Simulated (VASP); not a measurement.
# Lanthanum with r2SCAN: from relaxation to properties, part 2 of 5

Aim: relax Lanthanum with r2SCAN, compute its properties on that cell and hold them against experiment. The start is a cell from a database of measured crystal structures.

VASP 6.6.1; r2SCAN; plane waves and PAW (La).

Still holding for the runs below: The k-mesh is coarse for a metal.

So far. Step 2 (Relaxing cell and atoms (r2SCAN)): It ends with forces that vanish by symmetry and a pressure of 0.01 GPa. The volume lies -0.9 % from that of the database's start, part of which can be the thermal and zero-point expansion of its experiment.

## Step 3: Single point with fields (r2SCAN)

A single point on the relaxed cell gives a clean self-consistent state, with density, ELF and potential written out.

Input file INCAR:

```
SYSTEM = La
PREC = Accurate
ENCUT = 400
EDIFF = 1E-06
NELM = 100
ISMEAR = 1
SIGMA = 0.2
LREAL = .FALSE.
ALGO = Normal
METAGGA = R2SCAN
LASPH = .TRUE.
NBANDS = 28
LORBIT = 11
LWAVE = .FALSE.
LCHARG = .TRUE.
ISIF = 2
LELF = .TRUE.
LVHAR = .TRUE.
```

Input file POSCAR:

```
La
1.0
    3.7570110551      0.0000000000      0.0000000000
   -1.8785055275      3.2536670160      0.0000000000
    0.0000000000      0.0000000000     12.1302474925
La
4
Direct
    0.0000000000      0.0000000000      0.0000000000
    0.0000000000      0.0000000000      0.5000000000
    0.3333333333      0.6666666667      0.7500000000
    0.6666666667      0.3333333333      0.2500000000
```

Input file KPOINTS:

```
Automatic mesh
0
Gamma
7 7 2
0 0 0
```

The projector-augmented-wave data sets are La (PBE family, release 64).

On the command line:

```sh
$ mpirun -np 4 vasp_std
```

The program printed:

```text
[banner, memory and clock lines left out]
running    4 mpi-ranks, on    1 nodes
 distrk:  each k-point on    4 cores,    1 groups
 distr:  one band on    1 cores,    4 groups

 POSCAR found type information on POSCAR La
 POSCAR found :  1 types and       4 ions
 [... a notice as in an earlier step ...]

 LDA part: xc-table for (None), standard interpolation
 POSCAR, INCAR and KPOINTS ok, starting setup
 FFT: planning ... GRIDC
 FFT: planning ... GRID_SOFT
 FFT: planning ... GRID
 WAVECAR not read
 entering main loop
       N       E                     dE             d eps       ncg     rms          rms(c)
DAV:   1     0.449941878834E+03    0.44994E+03   -0.13110E+04   896   0.178E+03
DAV:   2    -0.147958321959E+02   -0.46474E+03   -0.45717E+03  1368   0.434E+02
DAV:   3    -0.117970527880E+03   -0.10317E+03   -0.10166E+03  1568   0.252E+02
DAV:   4    -0.130706377604E+03   -0.12736E+02   -0.12279E+02  1680   0.845E+01
DAV:   5    -0.132807532844E+03   -0.21012E+01   -0.20239E+01  1760   0.327E+01    0.571E+00
DAV:   6    -0.118961393661E+03    0.13846E+02   -0.44971E+00  1560   0.147E+01    0.294E+00
DAV:   7    -0.118998942418E+03   -0.37549E-01   -0.44394E-01  1784   0.570E+00    0.137E+00
DAV:   8    -0.119006147998E+03   -0.72056E-02   -0.79888E-02  1600   0.189E+00    0.335E-01
DAV:   9    -0.119006455726E+03   -0.30773E-03   -0.63634E-03  1768   0.710E-01    0.136E-01
DAV:  10    -0.119006736430E+03   -0.28070E-03   -0.88275E-04  1680   0.202E-01    0.288E-02
DAV:  11    -0.119006776861E+03   -0.40431E-04   -0.15367E-04  1720   0.877E-02    0.854E-03
DAV:  12    -0.119006774834E+03    0.20272E-05   -0.31592E-05  1432   0.341E-02    0.563E-03
DAV:  13    -0.119006769531E+03    0.53032E-05   -0.24971E-06  1056   0.195E-02    0.159E-03
DAV:  14    -0.119006769186E+03    0.34529E-06   -0.52118E-07   808   0.138E-02
   1 F= -.11900677E+03 E0= -.11900931E+03  d E =0.761697E-02
```

Run time: 44 s. Hardware: 4 MPI ranks of Intel Xeon Platinum 8488C (Sapphire Rapids), shared host; peak memory 0.64 GiB; 2.7 min of CPU time.

From OUTCAR (step 3):

```text
  LATTYP: Found a hexagonal cell.
 ALAT       =     3.7570110551
 C/A-ratio  =     3.2286962467

 Found     16 irreducible k-points:

   ENCUT  =  400.0 eV  29.40 Ry    5.42 a.u.   6.13  6.13 19.78*2*pi/ulx,y,z

   NELECT =      44.0000    total number of electrons

 E-fermi :   7.9640

 k-point     1 :       0.0000    0.0000    0.0000
  band No.  band energies     occupation
    ...
     16      -8.5788      2.00000
     17       4.6757      2.00000
     18       6.0595      2.00000
     19       6.0707      2.00000
     20       6.1821      2.00000
     21       8.5191     -0.00062
     22       8.6730     -0.00001
     23       9.3948     -0.00000
     24       9.4247     -0.00000
     25       9.4816     -0.00000
    ...

 k-point     2 :       0.1429    0.0000    0.0000
  band No.  band energies     occupation
    ...
     17       5.2135      2.00000
     18       6.5117      2.00000
     19       6.5203      2.00000
     20       6.6728      2.00000
     21       7.9890      0.78962
     22       8.3090     -0.03491
     23       8.4934     -0.00117
     24       8.5842     -0.00010
     25       8.8501     -0.00000
     26       9.3037     -0.00000
    ...

  Total       -0.0050128     -0.0050128      0.0235097     -0.0000000     -0.0000000     -0.0000000
  in kB       -0.0541638     -0.0541638      0.2540221     -0.0000000     -0.0000000     -0.0000000
  external PRESSURE =       0.0485649 kB  Pullay stress =       0.0000000 kB

  energy-cutoff  :      400.00
  volume of cell :      148.28
      direct lattice vectors                 reciprocal lattice vectors
     3.757011055  0.000000000  0.000000000     0.266169033  0.153672763  0.000000000
    -1.878505527  3.253667016  0.000000000     0.000000000  0.307345526  0.000000000
     0.000000000  0.000000000 12.130247493     0.000000000  0.000000000  0.082438549

 POSITION                                       TOTAL-FORCE (eV/Angst)
 -----------------------------------------------------------------------------------
      0.00000      0.00000      0.00000        -0.000000     -0.000000      0.000000
      0.00000      0.00000      6.06512        -0.000000     -0.000000      0.000000
     -0.00000      2.16911      9.09769        -0.000000     -0.000000     -0.000000
      1.87851      1.08456      3.03256         0.000000      0.000000      0.000000
 -----------------------------------------------------------------------------------
    total drift:                                0.000000      0.000000      0.000000

  FREE ENERGIE OF THE ION-ELECTRON SYSTEM (eV)
  ---------------------------------------------------
  free  energy   TOTEN  =      -119.0067691856 eV

  energy  without entropy=     -119.0143861580  energy(sigma->0) =     -119.00930818

[... 6 parts as in an earlier step ...]

[... 6 further parts left out ...]
```

Numbers from this step:

* SCF cycles: 14
* free energy (TOTEN): -119.0068 eV
* energy at zero smearing: -119.0093 eV
* pressure: 0.004856 GPa

Valence electrons inside each PAW sphere by angular momentum. Sphere charges, by row:

| atom | s (e) | p (e) | d (e) | f (e) | tot (e) |
| --- | --- | --- | --- | --- | --- |
| La1 | 2.042 | 5.569 | 0.892 | 0.078 | 8.581 |
| La2 | 2.042 | 5.569 | 0.892 | 0.078 | 8.581 |
| La3 | 2.043 | 5.576 | 0.885 | 0.069 | 8.574 |
| La4 | 2.043 | 5.576 | 0.885 | 0.069 | 8.574 |

Electrostatic potential energy in the ac plane at fractional y = 0.000, with atoms of La within 0.2 Å of it. With pseudopotentials it is smooth inside the atoms' cores, unlike the true potential.

Values in eV, 24 rows by 14 columns, each cell a mean:
```
 -97  -91  -65  -29  -12   -4   -1    0   -1   -5  -14  -39  -73  -93
 -40  -34  -22  -10   -5   -1    1    1    0   -2   -5  -13  -25  -36
  -5   -5   -3   -1    0    1    1    2    1    1    0   -2   -4   -5
   1    1    1    0    0    0   -1   -1   -1    0    0    1    1    1
   2    2    1   -1   -3   -5   -7   -7   -6   -4   -2    0    1    2
   2    1    0   -2   -5   -9  -12  -13  -12   -8   -4   -1    1    2
   2    1    0   -2   -4   -8  -11  -12  -10   -7   -4   -1    1    2
   2    2    1    0   -1   -3   -4   -4   -4   -2   -1    0    1    2
   0    0    0    0    0    0    0    0    0    0    0    0    0    0
 -13  -11   -8   -4   -1    0    1    2    1    0   -2   -5   -9  -12
 -66  -57  -37  -16   -7   -2    0    1    0   -3   -8  -22  -42  -60
-101 -100  -77  -36  -14   -5   -1    0   -2   -6  -17  -48  -85 -101
 -97  -91  -66  -29  -12   -4   -1    0   -1   -6  -14  -40  -74  -93
 -39  -32  -21  -10   -4   -1    1    1    1   -2   -5  -13  -24  -34
  -6   -5   -3   -2    0    1    1    2    1    1    0   -2   -4   -5
   1    1    1    0    0    0   -1   -1   -1    0    0    1    1    1
   2    2    1   -1   -3   -5   -7   -7   -6   -4   -2    0    1    2
   2    1    0   -2   -5   -9  -13  -14  -12   -8   -5   -1    1    2
   2    1    0   -2   -4   -8  -11  -12  -10   -7   -4   -1    1    2
   2    2    1    0   -1   -3   -4   -4   -4   -2   -1    0    1    2
  -1    0    0    0    0    0    0    0    0    0    0    0    0   -1
 -12  -10   -7   -4   -1    0    1    2    1    0   -2   -5   -8  -11
 -68  -58  -38  -17   -7   -2    0    1    0   -3   -9  -22  -43  -62
-102 -100  -77  -35  -14   -5   -1    0   -2   -6  -17  -48  -85 -101
```
Columns run along a (3.8 Å; values clipped at the 3rd and 97th percentile), rows up along c (12.1 Å). Atoms in or near the plane, at fractional coordinates: La at (0.00, 0.00), La at (0.00, 0.50).

Valence density in the ac plane at fractional y = 0.000, with atoms of La within 0.2 Å of it. It is the smooth field of the valence electrons, not physical close to the nuclei.

Ten even steps from '_' (0.1 e/Å³) to '@' (1.6 e/Å³), each cell a mean:
```
++%%@@**::__________--##@@##
##**==::______________::++**
..__________________________
____________________________
____________......__________
__________..::::::..________
__________..::::::..________
____________________________
____________________________
::::..__________________..::
@@%%##--..__________..==##@@
..++@@##--________..--%%@@==
++%%@@**::__________--##@@##
##**==::______________::==**
..________________________..
____________________________
____________......__________
__________..::::::..________
__________..::::::..________
____________________________
____________________________
::::..__________________..::
@@%%##--..__________..==##@@
..++@@##::________..--%%@@==
```
Columns run along a (3.8 Å), rows up along c (12.1 Å). Atoms in or near the plane, at fractional coordinates: La at (0.00, 0.00), La at (0.00, 0.50).

ELF in the ac plane at fractional y = 0.000, with atoms of La within 0.2 Å of it. It is the smooth field of the valence electrons, not physical close to the nuclei.

Ten even steps from '0' (0.12) to '9' (0.84), each cell a mean:
```
68995100026998
99741012102689
32100122210012
33210000000123
65200133310135
54202467631125
64201356531125
54200012100135
11100011100011
65310123200245
99973001014899
47996100027996
68995100026998
99741012102589
32100122210012
33210000000123
65200133310135
54202467631124
64201356531125
54200012100135
21100011100011
55310123200135
99973001014899
47996100027996
```
Columns run along a (3.8 Å), rows up along c (12.1 Å). Atoms in or near the plane, at fractional coordinates: La at (0.00, 0.00), La at (0.00, 0.50).

In this run the pressure is 0.00 GPa, small enough to go on; single stress components reach 0.03 GPa.

## Step 4: Band structure (r2SCAN)

Levels along the symmetry lines show where the bands peak and cross; KPOINTS_OPT computes them in the converged potential.

Input file INCAR:

```
SYSTEM = La
PREC = Accurate
ENCUT = 400
EDIFF = 1E-06
NELM = 100
ISMEAR = 1
SIGMA = 0.2
LREAL = .FALSE.
ALGO = Normal
METAGGA = R2SCAN
LASPH = .TRUE.
NBANDS = 36
LORBIT = 11
LWAVE = .FALSE.
LCHARG = .FALSE.
KPAR = 4
```

POSCAR is that of step 3.

KPOINTS is that of step 3.

Input file KPOINTS_OPT:

```
Line mode
16
Line-mode
Reciprocal
  0.00000000   0.00000000   0.00000000 GAMMA
  0.50000000   0.00000000   0.00000000 M

  0.50000000   0.00000000   0.00000000 M
  0.33333333   0.33333333   0.00000000 K

  0.33333333   0.33333333   0.00000000 K
  0.00000000   0.00000000   0.00000000 GAMMA

  0.00000000   0.00000000   0.00000000 GAMMA
  0.00000000   0.00000000   0.50000000 A

  0.00000000   0.00000000   0.50000000 A
  0.50000000   0.00000000   0.50000000 L

  0.50000000   0.00000000   0.50000000 L
  0.33333333   0.33333333   0.50000000 H

  0.33333333   0.33333333   0.50000000 H
  0.00000000   0.00000000   0.50000000 A

  0.50000000   0.00000000   0.50000000 L
  0.50000000   0.00000000   0.00000000 M

  0.33333333   0.33333333   0.00000000 K
  0.33333333   0.33333333   0.50000000 H
```

On the command line:

```sh
$ mpirun -np 4 vasp_std
```

The program printed:

```text
[banner, memory and clock lines left out]
running    4 mpi-ranks, on    1 nodes
 distrk:  each k-point on    1 cores,    4 groups
 distr:  one band on    1 cores,    1 groups

 POSCAR found type information on POSCAR La
 POSCAR found :  1 types and       4 ions
 [... a notice as in an earlier step ...]

 LDA part: xc-table for (None), standard interpolation
 POSCAR, INCAR and KPOINTS ok, starting setup
 FFT: planning ... GRIDC
 FFT: planning ... GRID_SOFT
 FFT: planning ... GRID
 WAVECAR not read
 entering main loop
       N       E                     dE             d eps       ncg     rms          rms(c)
DAV:   1     0.454290419942E+03    0.45429E+03   -0.12436E+04  1152   0.138E+03
DAV:   2    -0.147112669023E+02   -0.46900E+03   -0.45468E+03  1536   0.341E+02
DAV:   3    -0.118886822300E+03   -0.10418E+03   -0.10038E+03  1832   0.183E+02
DAV:   4    -0.130837178889E+03   -0.11950E+02   -0.11490E+02  2200   0.677E+01
DAV:   5    -0.132662006094E+03   -0.18248E+01   -0.17978E+01  2304   0.280E+01    0.600E+00
DAV:   6    -0.118950496904E+03    0.13712E+02   -0.44134E+00  2164   0.148E+01    0.297E+00
DAV:   7    -0.118995447266E+03   -0.44950E-01   -0.48492E-01  2304   0.482E+00    0.122E+00
DAV:   8    -0.119004896175E+03   -0.94489E-02   -0.76778E-02  2248   0.213E+00    0.216E-01
DAV:   9    -0.119006186050E+03   -0.12899E-02   -0.12166E-02  2288   0.823E-01    0.110E-01
DAV:  10    -0.119006628603E+03   -0.44255E-03   -0.27211E-03  2296   0.431E-01    0.323E-02
DAV:  11    -0.119006742904E+03   -0.11430E-03   -0.65491E-04  2304   0.176E-01    0.116E-02
DAV:  12    -0.119006763102E+03   -0.20198E-04   -0.18533E-04  2304   0.966E-02    0.642E-03
DAV:  13    -0.119006765105E+03   -0.20034E-05   -0.54529E-05  1984   0.453E-02    0.240E-03
DAV:  14    -0.119006766705E+03   -0.16001E-05   -0.16247E-05  1584   0.278E-02    0.103E-03
DAV:  15    -0.119006768247E+03   -0.15414E-05   -0.51771E-06  1576   0.153E-02    0.651E-04
DAV:  16    -0.119006768753E+03   -0.50579E-06   -0.15487E-06  1400   0.111E-02
   1 F= -.11900677E+03 E0= -.11900931E+03  d E =0.761737E-02
 Start KPOINTS_OPT (optional k-point list driver)
k-point batch [1-16\144]
       N       E                     dE             ncg
DAV:   1     0.430290718559E+04   -0.51500E+04     1152
DAV:   2    -0.344221270909E+04   -0.77451E+04     1536
DAV:   3    -0.527092055681E+04   -0.18287E+04     1784
DAV:   4    -0.546793751778E+04   -0.19702E+03     2196
DAV:   5    -0.549367760236E+04   -0.25740E+02     2296
DAV:   6    -0.549788392488E+04   -0.42063E+01     2304
DAV:   7    -0.549879348054E+04   -0.90956E+00     2304
DAV:   8    -0.549902027127E+04   -0.22679E+00     2304
DAV:   9    -0.549908128212E+04   -0.61011E-01     2304
DAV:  10    -0.549909731218E+04   -0.16030E-01     2304
DAV:  11    -0.549910165183E+04   -0.43396E-02     2304
DAV:  12    -0.549910276765E+04   -0.11158E-02     2248
DAV:  13    -0.549910305661E+04   -0.28896E-03     1776
DAV:  14    -0.549910313099E+04   -0.74383E-04     1632
DAV:  15    -0.549910314995E+04   -0.18960E-04     1608
DAV:  16    -0.549910315479E+04   -0.48352E-05     1584
DAV:  17    -0.549910315558E+04   -0.79225E-06     1312
[...]
k-point batch [129-144\144]
       N       E                     dE             ncg
DAV:   1     0.369344950372E+04   -0.18555E+05     1152
DAV:   2    -0.383219135963E+04   -0.75256E+04     1560
DAV:   3    -0.527929802321E+04   -0.14471E+04     1784
DAV:   4    -0.543912734390E+04   -0.15983E+03     2212
DAV:   5    -0.546403806367E+04   -0.24911E+02     2304
DAV:   6    -0.546857031074E+04   -0.45322E+01     2296
DAV:   7    -0.546960558968E+04   -0.10353E+01     2304
DAV:   8    -0.546987792090E+04   -0.27233E+00     2304
DAV:   9    -0.546995618096E+04   -0.78260E-01     2304
DAV:  10    -0.546997787860E+04   -0.21698E-01     2304
DAV:  11    -0.546998404631E+04   -0.61677E-02     2304
DAV:  12    -0.546998571627E+04   -0.16700E-02     2040
DAV:  13    -0.546998616876E+04   -0.45250E-03     1688
DAV:  14    -0.546998629398E+04   -0.12521E-03     1536
DAV:  15    -0.546998632767E+04   -0.33694E-04     1536
DAV:  16    -0.546998633681E+04   -0.91417E-05     1536
DAV:  17    -0.546998633908E+04   -0.22667E-05     1424
DAV:  18    -0.546998633941E+04   -0.33160E-06     1152
```

Elapsed: 7.4 min, on 4 MPI ranks; peak memory 1.2 GiB.

Parts of OUTCAR (step 4):

```text
 Found     16 irreducible k-points:

   k-points           NKPTS =     16   k-points in BZ     NKDIM =     16   number of bands    NBANDS=     36

   NELECT =      44.0000    total number of electrons

 E-fermi :   7.9640

 k-point     1 :       0.0000    0.0000    0.0000
  band No.  band energies     occupation
    ...
     16      -8.5788      2.00000
     17       4.6757      2.00000
     18       6.0595      2.00000
     19       6.0707      2.00000
     20       6.1821      2.00000
     21       8.5191     -0.00062
     22       8.6731     -0.00001
     23       9.3923     -0.00000
     24       9.3924     -0.00000
     25       9.4779     -0.00000
    ...

 k-point     2 :       0.1429    0.0000    0.0000
  band No.  band energies     occupation
    ...
     17       5.2135      2.00000
     18       6.5117      2.00000
     19       6.5203      2.00000
     20       6.6728      2.00000
     21       7.9891      0.78971
     22       8.3091     -0.03489
     23       8.4935     -0.00117
     24       8.5843     -0.00010
     25       8.8501     -0.00000
     26       9.3036     -0.00000
    ...

  Total       -0.0060088     -0.0060088      0.0229722     -0.0000000      0.0000000      0.0000000
  in kB       -0.0649249     -0.0649249      0.2482148     -0.0000000      0.0000000      0.0000000
  external PRESSURE =       0.0394550 kB  Pullay stress =       0.0000000 kB

 POSITION                                       TOTAL-FORCE (eV/Angst)
 -----------------------------------------------------------------------------------
      0.00000      0.00000      0.00000        -0.000000      0.000000      0.000000
      0.00000      0.00000      6.06512        -0.000000      0.000000      0.000000
     -0.00000      2.16911      9.09769         0.000000     -0.000000     -0.000000
      1.87851      1.08456      3.03256        -0.000000      0.000000     -0.000000
 -----------------------------------------------------------------------------------
    total drift:                                0.000000     -0.000000      0.000000

  FREE ENERGIE OF THE ION-ELECTRON SYSTEM (eV)
  ---------------------------------------------------
  free  energy   TOTEN  =      -119.0067687525 eV

  energy  without entropy=     -119.0143861203  energy(sigma->0) =     -119.00930788

[... 9 parts as in an earlier step ...]

[... 5 further parts left out ...]
```

Spin-orbit coupling is off here; it can split and shift levels that hold much weight on La by tenths of an eV or more.

Numbers from this step:

- SCF cycles: 16
- bands: 36
- pressure: 0.003946 GPa

The electronic bands at the labelled points (eV, zero at the Fermi level; # counts the bands kept in this run, so #1 is VASP's band 17):

| point | #3 | #4 | #5 | #6 | #7 | #8 | #9 | #10 |
| --- | --- | --- | --- | --- | --- | --- | --- | --- |
| Γ | -1.89 | -1.78 | 0.56 | 0.71 | 1.43 | 1.43 | 1.51 | 1.51 |
| 0.47 of the way | -1.19 | -0.80 | -0.27 | -0.05 | 0.20 | 0.26 | 0.85 | 0.96 |
| M | -1.59 | -1.08 | -0.68 | -0.27 | -0.22 | 0.53 | 1.08 | 1.38 |
| 0.53 of the way | -0.92 | -0.52 | -0.36 | -0.07 | -0.02 | 0.01 | 0.46 | 0.99 |
| K | -0.57 | -0.49 | -0.49 | 0.03 | 0.17 | 0.17 | 0.99 | 0.99 |
| 0.47 of the way | -1.00 | -0.51 | -0.44 | -0.32 | 0.17 | 0.36 | 0.43 | 0.45 |
| Γ | -1.89 | -1.78 | 0.56 | 0.71 | 1.43 | 1.43 | 1.51 | 1.51 |
| 0.47 of the way | -1.76 | -1.70 | 0.65 | 0.91 | 1.28 | 1.45 | 1.45 | 1.52 |
| A | -1.70 | -1.70 | 0.94 | 0.94 | 1.37 | 1.37 | 1.50 | 1.50 |
| 0.53 of the way | -0.96 | -0.96 | -0.30 | -0.30 | 0.39 | 0.39 | 0.94 | 0.94 |
| L | -1.40 | -1.40 | -1.10 | -1.10 | 0.76 | 0.76 | 1.44 | 1.44 |
| 0.53 of the way | -0.84 | -0.84 | -0.68 | -0.68 | 0.40 | 0.40 | 0.97 | 0.97 |
| H | -0.29 | -0.29 | -0.04 | -0.04 | -0.01 | -0.01 | 0.96 | 0.96 |
| 0.53 of the way | -0.52 | -0.52 | -0.40 | -0.40 | 0.19 | 0.19 | 0.57 | 0.57 |
| A | -1.70 | -1.70 | 0.94 | 0.94 | 1.37 | 1.37 | 1.50 | 1.50 |
| jump to L | -1.40 | -1.40 | -1.10 | -1.10 | 0.76 | 0.76 | 1.44 | 1.44 |
| 0.47 of the way | -1.52 | -1.22 | -0.89 | -0.85 | 0.47 | 0.56 | 1.46 | 1.46 |
| M | -1.59 | -1.08 | -0.68 | -0.27 | -0.22 | 0.53 | 1.08 | 1.38 |
| jump to K | -0.57 | -0.49 | -0.49 | 0.03 | 0.17 | 0.17 | 0.99 | 0.99 |
| 0.47 of the way | -0.51 | -0.32 | -0.32 | -0.06 | 0.13 | 0.13 | 0.98 | 0.99 |
| H | -0.29 | -0.29 | -0.04 | -0.04 | -0.01 | -0.01 | 0.96 | 0.96 |

There is no gap at this level.

[end of part 2 of 5]

[Lines on the potential files, build, host, timing and source positions are cut from VASP's logs without a mark.]

[Logs are printed without paths, hosts, clocks, repeated set-up lines and the standing remarks that a program may print on its own settings, such as how far it seeks lower states.]

[Hosts, paths, dates, database ids (printed as entryN), source tags and the programs' standing remarks are cut or masked in the printed files.]

[A measured line is paired with the nearest computed mode of its activity, which favours agreement.]

[In band tables of VASP the shares of atoms and orbitals are scaled to a sum of 1 inside the atoms' spheres.]
